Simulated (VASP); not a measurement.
An input for Quantum ESPRESSO's pw.x (written as the equivalent of a VASP run, and not itself run):

```
&CONTROL
  calculation = 'scf'
  pseudo_dir = './pseudo'
  outdir = './out'
  tprnfor = .true.
  tstress = .false.
/
&SYSTEM
  ibrav = 0
  nat = 2
  ntyp = 2
  ecutwfc = 84
  occupations = 'smearing'
  smearing = 'gaussian'
  degauss = 0.003675
  input_dft = 'pbe0'
  nqx1 = 6
  nqx2 = 6
  nqx3 = 6
/
&ELECTRONS
  conv_thr = 7.3e-08
  electron_maxstep = 60
/
ATOMIC_SPECIES
  Zn 65.380 Zn.upf
  S 32.060 S.upf
CELL_PARAMETERS angstrom
     0.0000000    2.7506218    2.7506218
     2.7506218    0.0000000    2.7506218
     2.7506218    2.7506218    0.0000000
ATOMIC_POSITIONS crystal
  Zn   0.0000000  0.0000000  0.0000000
  S    0.2500000  0.2500000  0.2500000
K_POINTS automatic
  6 6 6 0 0 0
```

Translate this input to VASP (INCAR, KPOINTS, POSCAR, choice of POTCAR).

This is not unique; one that fits is 
### KPOINTS
```
Automatic mesh
0
Gamma
6 6 6
0 0 0
```

**INCAR**
```
SYSTEM = ZnS
PREC = Accurate; ENCUT = 520; LREAL = .FALSE.
LASPH = .TRUE.; ISYM = 3
EDIFF = 1E-6; NELM = 60; ALGO = Normal
LMAXMIX = 4
ISMEAR = 0; SIGMA = 0.05
GGA = PE; LHFCALC = .TRUE.; AEXX = 0.25
HFRCUT = -1; PRECFOCK = Fast
ISIF = 2
LWAVE = .FALSE.; LCHARG = .FALSE.
```

POSCAR:
```
ZnS
1
    0.0000000000     2.7506218140     2.7506218140
    2.7506218140     0.0000000000     2.7506218140
    2.7506218140     2.7506218140     0.0000000000
Zn S
1 1
Direct
  0.0000000000   0.0000000000   0.0000000000
  0.2500000000   0.2500000000   0.2500000000
```

POTCAR, in this order: Zn S (PBE.64 set). Program: vasp_std. Read from the step before: WAVECAR.

The two are equivalent in intent, not identical: the potentials are each code's own (VASP's PAW set, PseudoDojo norm-conserving files in pw.x), so ENCUT and ecutwfc are chosen apart and not converted; conv_thr bounds pw.x's estimated SCF error, while EDIFF bounds the energy change between steps; the singularity of exact exchange is treated differently by default.

The compound is ZnS in the zinc blende structure. This cell is one point of a volume scan, at 1.03 of the reference volume.
